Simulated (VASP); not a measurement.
A convergence study with VASP on PbTe (rock salt): one setting is varied, all else stays as given below, so the limit is that of these other settings.

```
PbTe
1.0
    0.00000     3.23000     3.23000
    3.23000     0.00000     3.23000
    3.23000     3.23000     0.00000
Te Pb
1 1
Direct
  0.50000   0.50000   0.50000
  0.00000   0.00000   0.00000
```

All values below come from LDA (Ceperley-Alder, Perdew-Zunger), VASP's LDA PAW potentials (set 64) (plane waves; VASP). The tightest run used: 550 eV cut-off, 16×16×16 Γ-centred mesh, Gaussian smearing of 0.050 eV, potentials Te Pb_d.

**Question.** The settings run are 1×1×1 mesh; 2×2×2 mesh; 3×3×3 mesh; 4×4×4 mesh; 5×5×5 mesh; 7×7×7 mesh; 8×8×8 mesh; 9×9×9 mesh; 10×10×10 mesh; 11×11×11 mesh; 12×12×12 mesh; 13×13×13 mesh; 14×14×14 mesh; 15×15×15 mesh; 16×16×16 mesh. From which on does the stress (every component) stay within 0.2 GPa of the tightest run?

**Answer.** From 3×3×3 mesh on: it is off by 0.08 there and by no more than 0.2 in any finer run, while 2×2×2 mesh is off by 7.32.
| setting | E (eV/atom) | pressure (GPa) | irreducible k-points | difference judged (GPa) |
|---|---|---|---|---|
| 1×1×1 mesh | -1.4676 | 22.69 | 1 | 24.30 |
| 2×2×2 mesh | -3.5094 | 5.71 | 3 | 7.32 |
| 3×3×3 mesh | -4.4086 | -1.69 | 4 | 0.08 |
| 4×4×4 mesh | -4.3780 | -1.60 | 8 | 0.01 |
| 5×5×5 mesh | -4.3827 | -1.62 | 10 | 0.01 |
| 7×7×7 mesh | -4.3824 | -1.63 | 20 | 0.02 |
| 8×8×8 mesh | -4.3816 | -1.60 | 29 | 0.01 |
| 9×9×9 mesh | -4.3819 | -1.62 | 35 | 0.01 |
| 10×10×10 mesh | -4.3817 | -1.61 | 47 | 0.00 |
| 11×11×11 mesh | -4.3817 | -1.61 | 56 | 0.00 |
| 12×12×12 mesh | -4.3816 | -1.61 | 72 | 0.00 |
| 13×13×13 mesh | -4.3816 | -1.61 | 84 | 0.00 |
| 14×14×14 mesh | -4.3816 | -1.61 | 104 | 0.00 |
| 15×15×15 mesh | -4.3816 | -1.61 | 120 | 0.00 |
| 16×16×16 mesh | -4.3816 | -1.61 | 145 | 0.00 |

Left out are rungs that failed or repeat a setting and relaxations that didn't move; long series are thinned to 24 rows.

The compound is PbTe in the rock salt structure. The cell was not relaxed at this level.
